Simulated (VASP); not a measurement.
Given:

```
WSi2
1.0
   -1.61540     1.63418     3.96506
    1.61540    -1.63418     3.96506
    1.61540     1.63418    -3.96506
Si W
2 1
Direct
  0.66500   0.66500   0.00000
  0.33500   0.33500   0.00000
  0.00000   0.01659   0.01659
```

Level of theory: PBE GGA, VASP's PBE PAW potentials (set 64) (plane waves; VASP). Numerical set-up: 520 eV cut-off, 12×12×12 Γ-centred mesh, first-order Methfessel-Paxton smearing of 0.10 eV, potentials Si W.

### Question
Give the force on each atom (eV/Å).

### Answer

| atom | Fx | Fy | Fz |
|---|---|---|---|
| Si1 | 0.250 | 0.000 | 0.036 |
| Si2 | 0.250 | 0.000 | -0.036 |
| W3 | -0.499 | 0.000 | 0.000 |

### Question
Give the stress tensor in GPa (positive for a compressed cell).

### Answer

```
-2.83   0.00   0.00
 0.00  -6.07   0.00
 0.00   0.00  -5.57
```
The pressure is its mean diagonal, -4.83 GPa.

The compound is WSi2 in the MoSi2 type structure. The cell was not relaxed at this level. The run is one of a series of settings (ENCUT = 520, POTCAR Si W (PBE.64 set) against the base run), some of them coarse on purpose.
